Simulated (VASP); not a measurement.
Set up this calculation in VASP 6.6.1, as the native input.

* Task: single point
* Functional: PBEsol
* Potentials or basis: VASP PAW PBE potentials, release 64 (C, S, H)
* Cutoff: 520 eV
* k mesh: 2 × 2 × 1
* Occupations: gaussian, width 0.05 eV
* Spin: no spin polarisation
* Dipole correction: no
* Further INCAR settings: LREAL = Auto; ALGO = Fast; EDIFF = 1e-06; NBANDS = 56

The structure of H2C18S lies in POSCAR:

```
H2C18S
1.0
    7.3980000000      0.0000000000      0.0000000000
   -3.6990000000      6.4068560000      0.0000000000
    0.0000000000      0.0000000000     12.0000000000
C S H
18 1 2
Direct
    0.0016295715      0.0077265667      0.0657439167
    0.2252688990      0.1206743214      0.0657605833
    0.0016088090      0.3410089130      0.0656400833
    0.2251918292      0.4539343478      0.0657754167
    0.0015976698      0.6742775240      0.0658974167
    0.2252272684      0.7873050370      0.0658254167
    0.3350186344      0.0077190747      0.0656806667
    0.5585917405      0.1206730727      0.0654501667
    0.3349654934      0.3410023575      0.0657554167
    0.5585897257      0.4539285728      0.0657600833
    0.3349480450      0.6743472930      0.0657576667
    0.5585927406      0.7873590416      0.0655229167
    0.6682943850      0.0077342147      0.0652718333
    0.8918939526      0.1206857154      0.0654414167
    0.6682981285      0.3409979872      0.0656648333
    0.8918630234      0.4539323188      0.0657477500
    0.6682826161      0.6743062432      0.0657405000
    0.8918868896      0.7872603973      0.0658752500
    0.7120818676      0.0254224537      0.3823248333
    0.5434040855     -0.1246762843      0.3277132500
    0.8410054460     -0.0194557206      0.3234834167
```

The cell was built by a generator and needn't be a form met in nature.

These files were run (other wordings do the same):

INCAR

```
PREC = Accurate
ENCUT = 520
EDIFF = 1E-6
ISMEAR = 0
SIGMA = 0.05
LREAL = Auto
LASPH = T
NELM = 100
ALGO = Fast
ISIF = 2
LWAVE = F
LCHARG = F
GGA = PS
NBANDS = 56
```

KPOINTS

```
regular mesh
0
Gamma
  2 2 1
```

Potentials or basis: VASP PAW PBE potentials, release 64 (C, S, H).

Launch:

```bash
$ cat potpaw_PBE.64/C/POTCAR potpaw_PBE.64/S/POTCAR potpaw_PBE.64/H/POTCAR > POTCAR
$ mpirun -np 1 vasp_std > vasp.out
```

It gave:

```json
{
 "Largest force": "0.088 eV/Å",
 "Band gap on the k mesh": "0.15 eV, direct"
}
```

Caveat: the k mesh is coarse (spacing up to 0.49 Å⁻¹), so the values aren't converged; the PAW data sets were made with another functional, which shifts forces and pressure a little.

It took 6.9 min on 1 thread of Intel(R) Xeon(R) Platinum 8259CL CPU @ 2.50GHz (Skylake/Cascade Lake), with other jobs on the host, peak memory 0.63 GiB.
